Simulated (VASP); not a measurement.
A convergence study with VASP on PbTe (rock salt): one setting is varied, all else stays as given below, so the limit is that of these other settings. Each run relaxes cell and ions from the cell shown.

```xyz
2
Lattice="0.0000 3.2300 3.2300 3.2300 0.0000 3.2300 3.2300 3.2300 0.0000" Properties=species:S:1:pos:R:3 pbc="T T T"
Te     3.2300     3.2300     3.2300
Pb     0.0000     0.0000     0.0000
```

Computed with PBE GGA, VASP's PBE PAW potentials (set 64) (plane waves; VASP). The tightest run used: 550 eV cut-off, 11×11×11 Γ-centred mesh, Gaussian smearing of 0.050 eV, potentials Te Pb_d.

Unless said otherwise, spin-orbit coupling is left out, though it shifts the bands of the heavy elements here. Gaps are read on the run's mesh, which can miss a band edge.

Problem. The settings run are 2×2×2 mesh; 3×3×3 mesh; 4×4×4 mesh; 5×5×5 mesh; 7×7×7 mesh; 8×8×8 mesh; 9×9×9 mesh; 10×10×10 mesh; 11×11×11 mesh. From which on does the relaxed volume stay within 0.1 Å³/atom of the tightest run?

Solution. From 3×3×3 mesh on: it is off by 0.082 there and by no more than 0.1 in any finer run, while 2×2×2 mesh is off by 5.560.
```
setting        relaxed volume (Å³/atom)  E (eV/atom)  gap on the mesh (eV)  irreducible k-points  difference judged (Å³/atom)
-------------  ------------------------  -----------  --------------------  --------------------  ---------------------------
2×2×2 mesh                       40.957      -3.0919                 0.805                     3                        5.560
3×3×3 mesh                       35.315      -3.7843                 1.859                     4                        0.082
4×4×4 mesh                       35.399      -3.7573                 0.829                     8                        0.001
5×5×5 mesh                       35.398      -3.7618                 1.236                    10                        0.000
7×7×7 mesh                       35.389      -3.7616                 1.077                    20                        0.009
8×8×8 mesh                       35.402      -3.7611                 0.831                    29                        0.004
9×9×9 mesh                       35.396      -3.7612                 0.986                    35                        0.002
10×10×10 mesh                    35.398      -3.7611                 0.830                    47                        0.001
11×11×11 mesh                    35.398      -3.7611                 0.937                    56                        0.000
```

Left out are rungs that failed or repeat a setting and relaxations that didn't move; long series are thinned to 24 rows.

The compound is PbTe in the rock salt structure.
